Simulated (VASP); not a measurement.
All values below come from G0W0 on PBE orbitals, VASP's PBE PAW potentials (set 64) (plane waves; VASP 6.6.1).

Input for VASP

KPOINTS:
```
kpoints
0
gamma
 6 6 6
```

### INCAR
```
ALGO=EVGW0
ENCUT=500
ENCUTGW=180
GGA=PE
ISMEAR=0
LASPH=T
LCHARG=F
LREAL=F
LSPECTRALGW=T
LWAVE=T
NBANDS=128
NBANDSGW=15
NELMGW=1
NOMEGA=64
PREC=Normal
SIGMA=0.01
SYSTEM=LiCl
```

POSCAR:
```
LiCl
1
    0.0000000000     2.5700000000     2.5700000000
    2.5700000000     0.0000000000     2.5700000000
    2.5700000000     2.5700000000     0.0000000000
Li Cl
1 1
Direct
  0.0000000000   0.0000000000   0.0000000000
  0.5000000000   0.5000000000   0.5000000000
```

POTCAR, in this order: Li_sv_GW Cl_GW (PBE.64 set). Program: vasp_std. Read from the step before: W*.

What VASP printed:

File OSZICAR:
```
energies w=
    0.000    0.000    1.097    0.000    2.191    0.000    3.281    0.000
    4.364    0.000    5.439    0.000    6.503    0.000    7.556    0.000
    8.596    0.000    9.623    0.000   10.636    0.000   11.636    0.000
   12.623    0.000   13.596    0.000   14.558    0.000   15.508    0.000
   16.448    0.000   17.379    0.000   18.302    0.000   19.220    0.000
   20.133    0.000   21.043    0.000   21.952    0.000   22.861    0.000
   23.774    0.000   24.692    0.000   25.617    0.000   26.551    0.000
   27.498    0.000   28.459    0.000   29.438    0.000   30.437    0.000
   31.461    0.000   32.513    0.000   33.597    0.000   34.717    0.000
   35.879    0.000   37.088    0.000   38.351    0.000   39.675    0.000
   41.067    0.000   42.539    0.000   44.099    0.000   45.762    0.000
   47.541    0.000   49.455    0.000   51.523    0.000   53.771    0.000
   56.228    0.000   58.930    0.000   61.922    0.000   65.258    0.000
   69.008    0.000   73.260    0.000   78.126    0.000   83.757    0.000
   90.353    0.000   98.188    0.000  107.650    0.000  119.303    0.000
  134.001    0.000  153.104    0.000  178.909    0.000  215.643    0.000
NQ=   1    0.0000    0.0000    0.0000,
 performed        327000 updates of chi_q(r,r)
NQ=   2    0.1667    0.0000    0.0000,
 performed       1007000 updates of chi_q(r,r)
NQ=   3    0.3333    0.0000    0.0000,
 performed       1687000 updates of chi_q(r,r)
NQ=   4    0.5000    0.0000    0.0000,
 performed       2175000 updates of chi_q(r,r)
NQ=   5    0.1667    0.1667    0.0000,
 performed       2767000 updates of chi_q(r,r)
NQ=   6    0.3333    0.1667    0.0000,
 performed       3769000 updates of chi_q(r,r)
NQ=   7    0.5000    0.1667    0.0000,
 performed       4771000 updates of chi_q(r,r)
NQ=   8   -0.3333    0.1667    0.0000,
 performed       5773000 updates of chi_q(r,r)
NQ=   9   -0.1667    0.1667    0.0000,
 performed       6576000 updates of chi_q(r,r)
NQ=  10    0.3333    0.3333    0.0000,
 performed       7168000 updates of chi_q(r,r)
NQ=  11    0.5000    0.3333    0.0000,
 performed       8170000 updates of chi_q(r,r)
NQ=  12   -0.3333    0.3333    0.0000,
 performed       8973000 updates of chi_q(r,r)
NQ=  13    0.5000    0.5000    0.0000,
 performed       9415000 updates of chi_q(r,r)
NQ=  14    0.5000    0.3333    0.1667,
 performed      10425000 updates of chi_q(r,r)
NQ=  15   -0.3333    0.3333    0.1667,
 performed      11335000 updates of chi_q(r,r)
NQ=  16   -0.3333    0.5000    0.1667,
 performed      12138000 updates of chi_q(r,r)
 resolving degeneracies of screened two electron integrals
```

**OUTCAR**
```


 k-point   1 :       0.0000    0.0000    0.0000
  band No.  KS-energies  QP-energies   sigma(KS)   V_xc(KS)     V^pw_x(r,r')   Z            occupation Imag(sigma)

      1     -43.4585     -52.2062     -38.5482     -27.5955     -43.3194       0.7987       2.0000       0.1797
      2     -13.3228     -14.8935     -16.9013     -14.8203     -24.2099       0.7548       2.0000       1.6789
      3       0.0550      -1.7036     -16.9610     -14.7460     -18.9203       0.7939       2.0000       0.1188
      4       0.0550      -1.7036     -16.9610     -14.7460     -18.9203       0.7939       2.0000       0.1188
      5       0.0550      -1.7036     -16.9610     -14.7460     -18.9203       0.7939       2.0000       0.1188
      6       6.3458       7.1207      -8.2752      -9.1994      -4.7959       0.8385       0.0000      -0.1079
      7      11.8442      13.0470      -8.0767      -9.5299      -4.2527       0.8276       0.0000      -0.1386
      8      11.8442      13.0470      -8.0767      -9.5299      -4.2527       0.8276       0.0000      -0.1386
      9      11.8442      13.0470      -8.0767      -9.5299      -4.2527       0.8276       0.0000      -0.1386
     10      14.3764      15.8820      -9.1932     -11.0643      -4.8826       0.8047       0.0000      -0.1971
     11      14.3764      15.8820      -9.1932     -11.0643      -4.8826       0.8047       0.0000      -0.1971
     12      14.5483      15.5706      -6.6866      -7.9674      -2.1546       0.7981       0.0000      -0.2445
     13      14.5483      15.5706      -6.6866      -7.9674      -2.1546       0.7981       0.0000      -0.2445
     14      14.5483      15.5706      -6.6866      -7.9674      -2.1546       0.7981       0.0000      -0.2445
     15      16.5571      16.8720      -5.8496      -6.2447      -1.2970       0.7970       0.0000      -0.3608

 k-point   2 :       0.1667    0.0000    0.0000
  band No.  KS-energies  QP-energies   sigma(KS)   V_xc(KS)     V^pw_x(r,r')   Z            occupation Imag(sigma)

      1     -43.4586     -52.1918     -38.5496     -27.5984     -43.3220       0.7975       2.0000       0.1797
      2     -13.1944     -14.7270     -16.9527     -14.9139     -24.2539       0.7518       2.0000       1.6507
      3      -0.7978      -2.6585     -16.2333     -13.8792     -18.3109       0.7904       2.0000       0.1312
      4      -0.0135      -1.7817     -16.9218     -14.6920     -18.8934       0.7930       2.0000       0.1197
      5      -0.0135      -1.7817     -16.9218     -14.6920     -18.8934       0.7930       2.0000       0.1197
      6       7.0355       7.8690      -8.3753      -9.3744      -4.8444       0.8342       0.0000      -0.1116
      7      10.8771      11.9514      -8.0113      -9.3108      -4.2134       0.8267       0.0000      -0.1389
      8      11.4470      12.6567      -7.7660      -9.2310      -3.8775       0.8257       0.0000      -0.1444
      9      11.4470      12.6567      -7.7660      -9.2310      -3.8775       0.8257       0.0000      -0.1444
     10      13.0690      14.3558      -8.1732      -9.7482      -4.0841       0.8171       0.0000      -0.1683
     11      13.0690      14.3558      -8.1732      -9.7482      -4.0841       0.8171       0.0000      -0.1683
     12      15.1811      16.1004      -6.8511      -8.0106      -2.2782       0.7928       0.0000      -0.2700
     13      17.7801      19.0290      -8.3741      -9.9630      -3.3899       0.7860       0.0000      -0.4159
     14      17.7801      19.0290      -8.3741      -9.9630      -3.3899       0.7860       0.0000      -0.4159
     15      18.8152      19.4267      -6.8140      -7.5655      -1.9761       0.8137       0.0000      -0.5284

 k-point   3 :       0.3333    0.0000    0.0000
  band No.  KS-energies  QP-energies   sigma(KS)   V_xc(KS)     V^pw_x(r,r')   Z            occupation Imag(sigma)

      1     -43.4553     -52.2332     -38.5480     -27.5983     -43.3218       0.8016       2.0000       0.1796
      2     -12.9153     -14.3690     -17.0903     -15.1388     -24.3700       0.7449       2.0000       1.5832
      3      -2.1476      -4.1872     -15.4600     -12.8583     -17.8323       0.7839       2.0000       0.1619
      4      -0.1397      -1.9293     -16.8637     -14.6058     -18.8600       0.7926       2.0000       0.1215
      5      -0.1397      -1.9293     -16.8637     -14.6058     -18.8600       0.7926       2.0000       0.1215
      6       7.0890       7.9389      -7.5149      -8.5266      -4.0690       0.8400       0.0000      -0.1072
      7      10.0174      11.2032      -7.4995      -8.9238      -3.7934       0.8325       0.0000      -0.1258
      8      10.0174      11.2032      -7.4995      -8.9238      -3.7934       0.8325       0.0000      -0.1258
      9      11.6923      12.7982      -9.2640     -10.6376      -5.1070       0.8051       0.0000      -0.1762
     10      14.8599      16.2460      -8.7944     -10.5236      -4.3913       0.8016       0.0000      -0.2114
     11      14.8599      16.2460      -8.7944     -10.5236      -4.3913       0.8016       0.0000      -0.2114
     12      15.9872      16.7687      -7.0745      -8.0677      -2.4161       0.7869       0.0000      -0.3206
     13      20.8867      22.2120      -8.9433     -10.5894      -3.5597       0.8051       0.0000      -0.6731
     14      21.5672      23.0154      -8.9685     -10.7612      -3.4569       0.8079       0.0000      -0.8057
     15      21.5672      23.0154      -8.9685     -10.7612      -3.4569       0.8079       0.0000      -0.8057

 k-point   4 :       0.5000    0.0000    0.0000
  band No.  KS-energies  QP-energies   sigma(KS)   V_xc(KS)     V^pw_x(r,r')   Z            occupation Imag(sigma)

      1     -43.4553     -52.2227     -38.5492     -27.6009     -43.3241       0.8008       2.0000       0.1796
      2     -12.7626     -14.1720     -17.1825     -15.2762     -24.4475       0.7394       2.0000       1.5443
      3      -2.7343      -4.8460     -15.1738     -12.4624     -17.6897       0.7788       2.0000       0.1787
      4      -0.1981      -1.9959     -16.8432     -14.5722     -18.8516       0.7916       2.0000       0.1223
      5      -0.1981      -1.9959     -16.8432     -14.5722     -18.8516       0.7916       2.0000       0.1223
      6       6.7900       7.6258      -7.2977      -8.2902      -3.9232       0.8422       0.0000      -0.1033
      7       9.4849      10.6555      -7.4274      -8.8295      -3.8008       0.8349       0.0000      -0.1191
      8       9.4849      10.6555      -7.4274      -8.8295      -3.8008       0.8349       0.0000      -0.1191
      9      12.9594      14.0858      -9.8343     -11.2667      -5.3244       0.7864       0.0000      -0.2226
     10      16.6975      18.3827      -9.8643     -11.9956      -5.0682       0.7907       0.0000      -0.2665
     11      16.6975      18.3827      -9.8643     -11.9956      -5.0682       0.7907       0.0000      -0.2665
     12      16.9432      17.4234      -6.7359      -7.3444      -2.0006       0.7891       0.0000      -0.4143
     13      18.3744      19.8515      -8.9222     -10.7833      -3.9147       0.7937       0.0000      -0.3998
     14      20.5135      21.1225      -7.1473      -7.8799      -2.0244       0.8313       0.0000      -0.8229
     15      20.5135      21.1225      -7.1473      -7.8799      -2.0244       0.8313       0.0000      -0.8229

 k-point   5 :       0.1667    0.1667    0.0000
  band No.  KS-energies  QP-energies   sigma(KS)   V_xc(KS)     V^pw_x(r,r')   Z            occupation Imag(sigma)

      1     -43.4582     -52.2037     -38.5496     -27.5986     -43.3221       0.7986       2.0000       0.1796
      2     -13.1490     -14.6715     -16.9737     -14.9490     -24.2717       0.7519       2.0000       1.6396
      3      -0.7264      -2.5691     -16.2732     -13.9429     -18.3214       0.7907       2.0000       0.1291
      4      -0.2471      -2.0456     -16.6980     -14.4259     -18.7064       0.7916       2.0000       0.1231
      5      -0.2471      -2.0456     -16.6980     -14.4259     -18.7064       0.7916       2.0000       0.1231
      6       7.5371       8.4093      -8.8177      -9.8692      -5.2257       0.8295       0.0000      -0.1168
      7      10.4271      11.4279      -7.4934      -8.6943      -3.8460       0.8334       0.0000      -0.1264
      8      10.6828      11.8776      -7.5582      -9.0003      -3.7146       0.8285       0.0000      -0.1391
      9      12.0631      13.2657      -8.0553      -9.5214      -4.0610       0.8203       0.0000      -0.1559
     10      12.0631      13.2657      -8.0553      -9.5214      -4.0610       0.8203       0.0000      -0.1559
     11      14.8010      16.3231      -9.3217     -11.2277      -4.9131       0.7986       0.0000      -0.2129
     12      16.0275      17.1401      -7.3191      -8.7259      -2.6678       0.7909       0.0000      -0.2885
     13      16.0275      17.1401      -7.3191      -8.7259      -2.6678       0.7909       0.0000      -0.2885
     14      19.1074      19.6483      -6.6268      -7.2877      -1.7985       0.8183       0.0000      -0.5612
     15      19.6062      20.8631      -8.8473     -10.4274      -3.5500       0.7955       0.0000      -0.6238

 k-point   6 :       0.3333    0.1667    0.0000
  band No.  KS-energies  QP-energies   sigma(KS)   V_xc(KS)     V^pw_x(r,r')   Z            occupation Imag(sigma)

      1     -43.4561     -52.2100     -38.5489     -27.5995     -43.3225       0.7995       2.0000       0.1794
      2     -12.9124     -14.3684     -17.0959     -15.1430     -24.3744       0.7455       2.0000       1.5801
      3      -1.7849      -3.7696     -15.6218     -13.0965     -17.8997       0.7859       2.0000       0.1522
      4      -0.4779      -2.3022     -16.4719     -14.1665     -18.5036       0.7913       2.0000       0.1260
      5      -0.4498      -2.2778     -16.5583     -14.2475     -18.6032       0.7911       2.0000       0.1262
      6       8.1935       9.1195      -8.3038      -9.4194      -4.7019       0.8301       0.0000      -0.1189
      7       9.5968      10.7448      -7.6027      -8.9825      -3.9228       0.8320       0.0000      -0.1244
      8      10.1664      11.1763      -8.1775      -9.3992      -4.4511       0.8267       0.0000      -0.1334
      9      11.3932      12.6184      -7.9037      -9.3917      -3.9648       0.8234       0.0000      -0.1489
     10      13.3280      14.5368      -8.2982      -9.7976      -4.0120       0.8062       0.0000      -0.1935
...
```
(Selected blocks of OUTCAR.)

The mesh is coarse and the basis finite, so the quasiparticle values are not converged.

The compound is LiCl in the rock salt structure. The cell was not relaxed at this level.
